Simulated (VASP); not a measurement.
```
CELL_PARAMETERS angstrom
      5.13414     0.00000     0.00000
      0.00000     5.13414     0.00000
      0.00000     0.00000     3.45319
ATOMIC_POSITIONS crystal
  Pb 0.00000 0.00000 0.00000
  Pb 0.50000 0.50000 0.50000
  O  0.30830 0.30830 0.00000
  O  0.80830 0.19170 0.50000
  O  0.19170 0.80830 0.50000
  O  0.69170 0.69170 0.00000
```

Method: revPBE GGA, VASP's PBE PAW potentials (set 64) (plane waves; VASP). Settings: 520 eV cut-off, 5×5×7 Γ-centred mesh, tetrahedra with Blöchl corrections, potentials Pb_d O.

The cores are frozen, which limits the accuracy of field gradients.

Task: Give the principal components of the electric field gradient (V/Å²) and the asymmetry η at each nucleus.

Result: 
```
atom   Vxx   Vyy     Vzz     η
----  ----  ----  ------  ----
Pb1   86.7  48.5  -135.2  0.28
Pb2   86.7  48.5  -135.2  0.28
O3    79.7  59.0  -138.6  0.15
O4    79.7  59.0  -138.6  0.15
O5    79.7  59.0  -138.6  0.15
O6    79.7  59.0  -138.6  0.15
```

The compound is PbO2 in the rutile structure. It was relaxed first, which changed the volume by +9 %.
